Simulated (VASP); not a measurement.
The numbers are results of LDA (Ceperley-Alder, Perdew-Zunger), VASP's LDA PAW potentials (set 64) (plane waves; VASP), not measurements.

VASP input:

**INCAR**
```
NELM=100   # most electronic steps
LMAXMIX=4
LASPH=T
SIGMA=0.01   # width (eV)
LCHARG=F
LREAL=F   # projection in real space or not
LOPTICS=T
NBANDS=93
PREC=Accurate
ENCUT=400   # plane-wave cut-off (eV)
CSHIFT=0.1
NEDOS=1001
EDIFF=1E-7   # SCF stop (eV)
ISMEAR=0   # Gaussian
SYSTEM=MoS2
ALGO=Normal   # blocked Davidson
LWAVE=F
```

POSCAR:
```
MoS2
1
    1.5611878944    -2.7040564871     0.0000000000
    1.5611878944     2.7040564871     0.0000000000
    0.0000000000    -0.0000000000    12.0200328641
Mo S
2 4
Direct
  0.3333330000   0.6666670000   0.2500000000
  0.6666670000   0.3333330000   0.7500000000
  0.3333330000   0.6666670000   0.8792641691
  0.6666670000   0.3333330000   0.3792641691
  0.6666670000   0.3333330000   0.1207358309
  0.3333330000   0.6666670000   0.6207358309
```

File KPOINTS:
```
K-points
0
Gamma
  18 18 5
```

POTCAR, in this order: Mo_sv S (LDA.64 set). Program: vasp_std.

Output of the run:

OUTCAR:
```
 ion  position               nearest neighbor table
   1  0.333  0.667  0.250-   4 2.38   5 2.38   4 2.38   5 2.38   4 2.38   5 2.38
   2  0.667  0.333  0.750-   3 2.38   6 2.38   3 2.38   6 2.38   3 2.38   6 2.38
   3  0.333  0.667  0.879-   2 2.38   2 2.38   2 2.38
   4  0.667  0.333  0.379-   1 2.38   1 2.38   1 2.38
   5  0.667  0.333  0.121-   1 2.38   1 2.38   1 2.38
   6  0.333  0.667  0.621-   2 2.38   2 2.38   2 2.38
  LATTYP: Found a hexagonal cell.
 ALAT       =     3.1223755583
 C/A-ratio  =     3.8496435293
 Subroutine PRICEL returns:
 Original cell was already a primitive cell.
 Subroutine GETGRP returns: Found 24 space group operations
The static configuration has the point symmetry D_3d.
 The point group associated with its full space group is D_6h.
The dynamic configuration has the point symmetry D_3d.
 Subroutine INISYM returns: Found 24 space group operations
 Subroutine IBZKPT returns following result:
 Found    111 irreducible k-points:

 Following reciprocal coordinates:
            Coordinates               Weight
  0.000000  0.000000  0.000000      1.000000
  0.055556  0.000000  0.000000      6.000000
  0.111111  0.000000  0.000000      6.000000
  0.166667  0.000000  0.000000      6.000000
  0.222222  0.000000  0.000000      6.000000
  0.277778 -0.000000  0.000000      6.000000
  0.333333  0.000000  0.000000      6.000000
  0.388889  0.000000  0.000000      6.000000
  0.444444  0.000000  0.000000      6.000000
  0.500000  0.000000  0.000000      3.000000
  0.055556  0.055556  0.000000      6.000000
  0.111111  0.055556  0.000000     12.000000
  0.166667  0.055556  0.000000     12.000000
  0.222222  0.055556  0.000000     12.000000
  0.277778  0.055556  0.000000     12.000000
  0.333333  0.055556  0.000000     12.000000
  0.388889  0.055556  0.000000     12.000000
  0.444444  0.055556  0.000000     12.000000
...
```

File OSZICAR:
```
       N       E                     dE             d eps       ncg     rms          rms(c)
DAV:   1     0.459065860107E+03    0.45907E+03   -0.19533E+04 21110   0.437E+02
DAV:   2    -0.323970151505E+02   -0.49146E+03   -0.46332E+03 23768   0.179E+02
DAV:   3    -0.516885629733E+02   -0.19292E+02   -0.19018E+02 24340   0.373E+01
DAV:   4    -0.518015607983E+02   -0.11300E+00   -0.11296E+00 23900   0.287E+00
DAV:   5    -0.518024168020E+02   -0.85600E-03   -0.85598E-03 23853   0.237E-01    0.378E+01
DAV:   6    -0.496775820256E+02    0.21248E+01   -0.21254E+00 24045   0.852E+00    0.130E+01
DAV:   7    -0.493576906029E+02    0.31989E+00   -0.14115E+00 22551   0.535E+00    0.990E+00
DAV:   8    -0.489777948515E+02    0.37990E+00   -0.33923E-01 22617   0.297E+00    0.197E+00
DAV:   9    -0.489551173552E+02    0.22677E-01   -0.51169E-02 23015   0.864E-01    0.368E-01
DAV:  10    -0.489549503720E+02    0.16698E-03   -0.15911E-03 23733   0.939E-02    0.266E-01
DAV:  11    -0.489549044711E+02    0.45901E-04   -0.12106E-04 22930   0.498E-02    0.237E-01
DAV:  12    -0.489548445332E+02    0.59938E-04   -0.14140E-04 22159   0.288E-02    0.326E-02
DAV:  13    -0.489548443034E+02    0.22983E-06   -0.35211E-06 24762   0.410E-03    0.306E-02
DAV:  14    -0.489548441748E+02    0.12855E-06   -0.19815E-07 22011   0.114E-03    0.101E-02
DAV:  15    -0.489548437759E+02    0.39897E-06   -0.26074E-07 23541   0.166E-03    0.939E-03
DAV:  16    -0.489548437567E+02    0.19133E-07   -0.50591E-08 13517   0.549E-04
   1 F= -.48954844E+02 E0= -.48954844E+02  d E =-.221660E-28
 imaginary and real dielectric function
```

OUTCAR:
```
------------------------ aborting loop because EDIFF is reached ----------------------------------------
  FORCE on cell =-STRESS in cart. coord.  units (eV):
  Direction    XX          YY          ZZ          XY          YZ          ZX
  --------------------------------------------------------------------------------------
  Total       -0.0213822     -0.0213822      0.0791776      0.0000000      0.0000000      0.0000000
  in kB       -0.3375635     -0.3375634      1.2499899      0.0000000      0.0000000      0.0000000
  external PRESSURE =       0.1916210 kB  Pullay stress =       0.0000000 kB
  volume of cell :      101.49
      direct lattice vectors                 reciprocal lattice vectors
     1.561187894 -2.704056487  0.000000000     0.320268945 -0.184907380  0.000000000
     1.561187894  2.704056487  0.000000000     0.320268945  0.184907380  0.000000000
     0.000000000  0.000000000 12.020032864     0.000000000  0.000000000  0.083194448
 POSITION                                       TOTAL-FORCE (eV/Angst)
 -----------------------------------------------------------------------------------
      1.56119      0.90135      3.00501        -0.000000      0.000000     -0.000000
      1.56119     -0.90135      9.01502         0.000000     -0.000000     -0.000000
      1.56119      0.90135     10.56878         0.000000      0.000000      0.013572
      1.56119     -0.90135      4.55877        -0.000000     -0.000000      0.013572
      1.56119     -0.90135      1.45125         0.000000     -0.000000     -0.013572
      1.56119      0.90135      7.46127        -0.000000      0.000000     -0.013572
 -----------------------------------------------------------------------------------
    total drift:                                0.000000      0.001554     -0.000029
  FREE ENERGIE OF THE ION-ELECTRON SYSTEM (eV)
  ---------------------------------------------------
  free  energy   TOTEN  =       -48.9548437567 eV

  energy  without entropy=      -48.9548437567  energy(sigma->0) =      -48.95484376

 plasma frequency squared (from intraband transitions) (eV^2)
  --------------------------------------------------------------------------------------
       0.000       0.000       0.000
       0.000       0.000       0.000
       0.000       0.000       0.000

 plasma frequency squared (from interband transitions, int dw w eps(2)(w)) (eV^2)
  --------------------------------------------------------------------------------------
     579.029       0.000      -0.000      -0.000      -0.000      -0.000
       0.000       0.000     579.029       0.000      -0.000       0.000
      -0.000       0.000      -0.000      -0.000     580.994       0.000
```
(Selected blocks of OUTCAR.)

### OUTCAR
```
 val. band max:        8.1502224109   @ k =   0.0000   0.0000   0.0000

 cond. band min:       8.8604027492   @ k =   0.1667   0.1667   0.0000


 Fermi energy:         8.2233054300

 k-point     1 :       0.0000    0.0000    0.0000
  band No.  band energies     occupation
      1     -53.0479      2.00000
      2     -53.0479      2.00000
      3     -27.4441      2.00000
      4     -27.4436      2.00000
      5     -27.1528      2.00000
      6     -27.1528      2.00000
      7     -27.1527      2.00000
      8     -27.1527      2.00000
      9      -7.0985      2.00000
     10      -6.7355      2.00000
     11      -5.8391      2.00000
     12      -5.2365      2.00000
     13       0.8470      2.00000
     14       2.1045      2.00000
     15       4.2854      2.00000
     16       4.7061      2.00000
     17       4.7061      2.00000
     18       4.7220      2.00000
     19       4.7220      2.00000
     20       5.8605      2.00000
     21       5.8606      2.00000
     22       5.9213      2.00000
     23       5.9214      2.00000
     24       6.7268      2.00000
     25       7.0304      2.00000
     26       8.1502      2.00000
     27      10.2661      0.00000
     28      10.2661      0.00000
     29      10.2996      0.00000
     30      10.2996      0.00000
     31      10.4446      0.00000
     32      10.4446      0.00000
     33      10.6774      0.00000
     34      10.6774      0.00000
     35      13.7660      0.00000
     36      13.8364      0.00000
     37      16.1934      0.00000
     38      16.8679      0.00000
     39      16.9718      0.00000
     40      18.0856      0.00000
     41      18.0857      0.00000
     42      18.6287      0.00000
     43      18.6287      0.00000
     44      18.6969      0.00000
     45      19.8762      0.00000
     46      19.8919      0.00000
     47      19.8919      0.00000
     48      20.8006      0.00000
     49      20.8007      0.00000
     50      21.1571      0.00000
     51      23.1344      0.00000
...
```

The compound is MoS2 in the 2H layered structure. It was relaxed first.
